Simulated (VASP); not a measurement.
Input of a VASP 6.6.1 run:

INCAR

```
ALGO = Fast
EDIFF = 1E-6
ENCUT = 520
GGA = PE
ISIF = 2
ISMEAR = 0
LASPH = T
LCHARG = F
LREAL = F
LWAVE = F
NBANDS = 27
NELM = 80
PREC = Accurate
SIGMA = 0.1
```

The input KPOINTS:

```
k-points
0
Gamma
  4 4 4
```

Contents of POSCAR:

```
PtCl4
1.0
    5.1153537300      0.0000000000      0.0000000000
    0.0000000000      5.1153537300      0.0000000000
    0.0000000000      0.0000000000      5.1153537300
Pt Cl
1 4
Direct
    0.5000000000      0.5000000000      0.5000000000
    0.0000000000      0.0000000000      0.0000000000
    0.5000000000      0.5000000000      0.0000000000
    0.5000000000      0.0000000000      0.5000000000
    0.0000000000      0.5000000000      0.5000000000
```

Potentials or basis: VASP PAW PBE potentials, release 64 (Pt, Cl).

The run is started by

```console
$ cat potpaw_PBE.64/Pt/POTCAR potpaw_PBE.64/Cl/POTCAR > POTCAR
$ mpirun -np 1 vasp_std > vasp.out
```

Q: Estimate the band gap on the k mesh.

A: None (metal or under the smearing width).

Q: Predict the pressure.

A: -6.7 GPa.

The run has no spin-orbit coupling, so splittings on Pt are missing.
